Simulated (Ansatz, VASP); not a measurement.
## Cs2AgBiF6 in two plane-wave programs

Wanted: the spread between two codes on one cell, functional and k mesh. The cell is taken from a series of runs on this material, whose earlier steps may have relaxed, scaled, displaced or heated it; both programs get it as it stands.

Program: Ansatz 0.2.0. Level of theory: plane waves, with VASP 6.6.1 beside it; G0W0 gap at PBE. Results are calculated unless marked as measured.

In doubt: one-shot GW on d or f shells is unsure (step 3), so the values of those runs are not to be relied on.

## 1. Starting point

The structure is cubic, space group Fm-3m (No. 225). The conventional cell has a = 9.068 Å, b = 9.068 Å, c = 9.068 Å, α = 90.00°, β = 90.00°, γ = 90.00°. Cs has 12 F at 3.21 Å nearest. Ag has 6 F at 2.31 Å nearest. Nearest to Bi lie 6 F at 2.22 Å. Nearest to F lie 1 Bi at 2.22 Å and 1 Ag at 2.31 Å and 4 Cs at 3.21 Å. Farther neighbours and most contacts between anions are not listed.

## 2. VASP: G0W0 gap, PBE

Quasiparticle shifts depend on high empty states and on the cores, so they are the hardest test of two PAW sets.

Lines of VASP's logs that name or quote its potential files are left out, and so is its time.

The run reads the wave functions of an earlier VASP run, which isn't shown here.

Contents of INCAR:

```
SYSTEM = Cs2AgBiF6
PREC = Accurate
ENCUT = 520
ISMEAR = 0
SIGMA = 0.01
LREAL = .FALSE.
GGA = PE
NBANDS = 816
LASPH = .TRUE.
ALGO = EVGW0
NELMGW = 1
ENCUTGW = 140
NOMEGA = 64
PRECFOCK = Fast
NBANDSGW = 56
LWAVE = .FALSE.
LCHARG = .FALSE.
```

Contents of POSCAR:

```
Cs2AgBiF6
1.0
    0.0000000000      4.5338473883      4.5338473883
    4.5338473883      0.0000000000      4.5338473883
    4.5338473883      4.5338473883      0.0000000000
Cs Ag Bi F
2 1 1 6
Direct
    0.7500000000      0.7500000000      0.7500000000
    0.2500000000      0.2500000000      0.2500000000
    0.5000000000      0.5000000000      0.5000000000
    0.0000000000      0.0000000000      0.0000000000
    0.7546679824      0.2453320176      0.2453320176
    0.2453320176      0.2453320176      0.7546679824
    0.2453320176      0.7546679824      0.7546679824
    0.2453320176      0.7546679824      0.2453320176
    0.7546679824      0.2453320176      0.7546679824
    0.7546679824      0.7546679824      0.2453320176
```

Contents of KPOINTS:

```
Automatic mesh
0
Gamma
2 2 2
0 0 0
```

PAW data sets: Cs_sv_GW, Ag_sv_GW, Bi_d_GW and F_GW (PBE family, release 64).

On the command line:

```sh
export OMP_NUM_THREADS=3
mpirun -np 1 vasp_std
```

Numbers of over 12 decimals in the logs are rounded to 6 here.

The log of the run:

```text
[banner, memory and clock lines left out]
running    1 mpi-ranks, on    1 nodes
 distrk:  each k-point on    1 cores,    1 groups
 distr:  one band on    1 cores,    1 groups
 Offloading initialized ...    1 GPUs detected
 POSCAR found type information on POSCAR CsAgBiF
 POSCAR found :  4 types and      10 ions
|                                                                             |
|           W    W    AA    RRRRR   N    N  II  N    N   GGGG   !!!           |
|           W    W   A  A   R    R  NN   N  II  NN   N  G    G  !!!           |
|           W    W  A    A  R    R  N N  N  II  N N  N  G       !!!           |
|           W WW W  AAAAAA  RRRRR   N  N N  II  N  N N  G  GGG   !            |
|           WW  WW  A    A  R   R   N   NN  II  N   NN  G    G                |
|           W    W  A    A  R    R  N    N  II  N    N   GGGG   !!!           |
|                                                                             |
|     The default for ENCUTGWSOFT is different in this version of VASP.       |
|     please manually set ENCUTGWSOFT =140 in the INCAR file.                 |
|                                                                             |

 LDA part: xc-table for (Slater+PW92), standard interpolation
 found WAVECAR, reading the header
 POSCAR, INCAR and KPOINTS ok, starting setup
 FFT: planning ... GRIDC
 FFT: planning ... GRID_SOFT
 FFT: planning ... GRID
 reading WAVECAR
 the WAVECAR file was read successfully
 initial charge from wavefunction
 available memory per node:   1652.10 GB, setting MAXMEM to   1691746

 The Fermi energy was updated, please check that it is located mid-gap
 values below the HOMO (VB) or above the LUMO (CB) will cause erroneous energies
 E-fermi :   4.6591

 calculate exact exchange contribution
 the WAVEDER file was read successfully
|                                                                             |
|           W    W    AA    RRRRR   N    N  II  N    N   GGGG   !!!           |
|           W    W   A  A   R    R  NN   N  II  NN   N  G    G  !!!           |
|           W    W  A    A  R    R  N N  N  II  N N  N  G       !!!           |
|           W WW W  AAAAAA  RRRRR   N  N N  II  N  N N  G  GGG   !            |
|           WW  WW  A    A  R   R   N   NN  II  N   NN  G    G                |
|           W    W  A    A  R    R  N    N  II  N    N   GGGG   !!!           |
|                                                                             |
|     Automatic setting of frequency mesh for GW failed. Frequency mesh       |
|     properly not suitable for determining QP energies. Consider             |
|     increasing number of kpoints.                                           |
|                                                                             |

energies w=
    0.000    0.000    1.642    0.000    3.281    0.000    4.912    0.000
    6.534    0.000    8.143    0.000    9.736    0.000   11.313    0.000
   12.870    0.000   14.408    0.000   15.925    0.000   17.422    0.000
   18.899    0.000   20.357    0.000   21.797    0.000   23.219    0.000
   24.627    0.000   26.021    0.000   27.403    0.000   28.777    0.000
   30.144    0.000   31.506    0.000   32.867    0.000   34.229    0.000
   35.596    0.000   36.970    0.000   38.355    0.000   39.754    0.000
   41.171    0.000   42.610    0.000   44.075    0.000   45.572    0.000
   47.105    0.000   48.679    0.000   50.302    0.000   51.979    0.000
   53.718    0.000   55.528    0.000   57.418    0.000   59.399    0.000
   61.484    0.000   63.686    0.000   66.021    0.000   68.510    0.000
   71.173    0.000   74.036    0.000   77.131    0.000   80.495    0.000
   84.171    0.000   88.214    0.000   92.689    0.000   97.680    0.000
  103.289    0.000  109.647    0.000  116.925    0.000  125.345    0.000
  135.206    0.000  146.919    0.000  161.061    0.000  178.473    0.000
  200.429    0.000  228.954    0.000  267.470    0.000  322.262    0.000
 responsefunction array rank=     725
 LDA part: xc-table for (Slater+PW92), standard interpolation

 min. memory requirement per mpi rank   1848.8 MB, per node   1848.8 MB

 allocating  64 responsefunctions rank=   725
 shmem allocating  64 responsefunctions rank=   725
 response function shared by NCSHMEM nodes    1
 Doing            64  frequencies on each core in blocks of            64
NQ=   1    0.0000    0.0000    0.0000,
|.........|.........|.........|.........|.........|.........|.........|.........
 performed        864000 updates of chi_q(r,r)
 total number of BLAS operations       3633.12 Gflops
NQ=   2    0.5000    0.0000    0.0000,
|.........|.........|.........|.........|.........|.........|.........|.........
 performed       2184000 updates of chi_q(r,r)
 total number of BLAS operations       8811.28 Gflops
NQ=   3    0.5000    0.5000    0.0000,
|.........|.........|.........|.........|.........|.........|.........|.........
 performed       3413000 updates of chi_q(r,r)
 total number of BLAS operations      13521.65 Gflops
 resolving degeneracies of screened two electron integrals

 calculate QP shifts <psi_nk| G(iteration)W_0 |psi_nk>: iteration 1
 entering main loop
```

From OUTCAR (step 2):

```text
ion  position               nearest neighbor table
   1  0.750  0.750  0.750-
   2  0.250  0.250  0.250-
   3  0.500  0.500  0.500-
   4  0.000  0.000  0.000-   5 2.22   6 2.22   7 2.22   8 2.22   9 2.22  10 2.22
   5  0.755  0.245  0.245-   4 2.22
   6  0.245  0.245  0.755-   4 2.22
   7  0.245  0.755  0.755-   4 2.22
   8  0.245  0.755  0.245-   4 2.22
   9  0.755  0.245  0.755-   4 2.22
  10  0.755  0.755  0.245-   4 2.22

  LATTYP: Found a face centered cubic cell.
 ALAT       =     9.0676947766

 Subroutine GETGRP returns: Found 48 space group operations
 (whereof 48 operations were pure point group operations)

The static configuration has the point symmetry O_h .

 Found      3 irreducible k-points:

   k-points           NKPTS =      3   k-points in BZ     NKDIM =      8   number of bands    NBANDS=    816

   dimension x,y,z NGX =    48 NGY =   48 NGZ =   48
   dimension x,y,z NGXF=    96 NGYF=   96 NGZF=   96

   ENCUT  =  520.0 eV  38.22 Ry    6.18 a.u.  11.92 11.92 11.92*2*pi/ulx,y,z

   NELECT =      96.0000    total number of electrons

  energy-cutoff  :      520.00
  volume of cell :      186.39
      direct lattice vectors                 reciprocal lattice vectors
     0.000000000  4.533847388  4.533847388    -0.110281612  0.110281612  0.110281612
     4.533847388  0.000000000  4.533847388     0.110281612 -0.110281612  0.110281612
     4.533847388  4.533847388  0.000000000     0.110281612  0.110281612 -0.110281612

 k-points in reciprocal lattice and weights: Automatic mesh
   0.00000000  0.00000000  0.00000000       0.125
   0.50000000  0.00000000  0.00000000       0.500
   0.50000000  0.50000000  0.00000000       0.375

 E-fermi :   4.6591

 QP shifts <psi_nk| G(iteration)W_0 |psi_nk>: iteration 1
 for sc-GW calculations column KS-energies equals QP-energies in previous step
 and V_xc(KS)=  KS-energies - (<T + V_ion + V_H > + <T+V_H+V_ion>^1  + <V_x>^1)
 k-point   1 :       0.0000    0.0000    0.0000
  band No.  KS-energies  QP-energies   sigma(KS)   V_xc(KS)     V^pw_x(r,r')   Z            occupation Imag(sigma)
    ...
     45       1.6867      -0.4441     -26.3096     -23.6646     -30.4443       0.8056       2.0000       0.7276
     46       1.6867      -0.4441     -26.3096     -23.6646     -30.4443       0.8056       2.0000       0.7276
     47       2.7792       0.9048     -27.4157     -25.0768     -31.6809       0.8014       2.0000       0.6832
     48       2.7792       0.9048     -27.4157     -25.0768     -31.6809       0.8014       2.0000       0.6832
     49       6.3475       7.4644     -10.4197     -11.7217      -7.4045       0.8579       0.0000      -0.3656
     50       6.3475       7.4644     -10.4197     -11.7217      -7.4045       0.8579       0.0000      -0.3656
     51       6.3475       7.4644     -10.4197     -11.7217      -7.4045       0.8579       0.0000      -0.3656
     52       7.2199       8.3124     -10.7176     -11.9933      -7.4746       0.8564       0.0000      -0.3939
    ...

 k-point   2 :       0.5000    0.0000    0.0000
  band No.  KS-energies  QP-energies   sigma(KS)   V_xc(KS)     V^pw_x(r,r')   Z            occupation Imag(sigma)
    ...
     45       1.7123      -0.4036     -26.3697     -23.7387     -30.5184       0.8042       2.0000       0.7262
     46       1.7123      -0.4036     -26.3697     -23.7387     -30.5184       0.8042       2.0000       0.7262
     47       2.4147       0.4517     -26.5588     -24.1292     -30.6534       0.8079       2.0000       0.7077
     48       2.4147       0.4517     -26.5588     -24.1292     -30.6534       0.8079       2.0000       0.7077
     49       5.9246       7.0277     -10.9850     -12.2738      -7.7019       0.8559       0.0000      -0.3727
     50       7.3865       8.7332     -13.0100     -14.6017     -10.3198       0.8462       0.0000      -0.3760
     51       7.3865       8.7332     -13.0100     -14.6017     -10.3198       0.8462       0.0000      -0.3760
     52       9.0735      10.7065     -12.8382     -14.7779      -9.5500       0.8419       0.0000      -0.4917
    ...

 k-point   3 :       0.5000    0.5000    0.0000
  band No.  KS-energies  QP-energies   sigma(KS)   V_xc(KS)     V^pw_x(r,r')   Z            occupation Imag(sigma)
    ...
     45       1.7677      -0.3272     -26.5804     -23.9685     -30.7821       0.8020       2.0000       0.7239
     46       1.7677      -0.3272     -26.5804     -23.9685     -30.7821       0.8020       2.0000       0.7239
     47       2.7847       0.9087     -27.4504     -25.1089     -31.7226       0.8012       2.0000       0.6837
     48       3.3937       1.8600     -26.8169     -24.9039     -30.5873       0.8017       2.0000       0.5703
     49       6.8904       8.1475     -12.0267     -13.5053      -9.2676       0.8502       0.0000      -0.3675
     50       7.3568       8.7418     -12.5278     -14.1602      -9.5876       0.8485       0.0000      -0.3984
     51       7.3568       8.7418     -12.5278     -14.1602      -9.5876       0.8485       0.0000      -0.3984
     52       7.6307       8.9200     -11.4929     -13.0115      -7.9991       0.8490       0.0000      -0.4372
    ...
```

(Continued in part 2 of 2.)

[Lines on the potential files, build, host, timing and source positions are cut from VASP's logs without a mark.]

[Logs are printed without paths, hosts, clocks, repeated set-up lines and the standing remarks that a program may print on its own settings, such as how far it seeks lower states.]

[Hosts, paths, dates, database ids (printed as entryN), source tags and the programs' standing remarks are cut or masked in the printed files.]
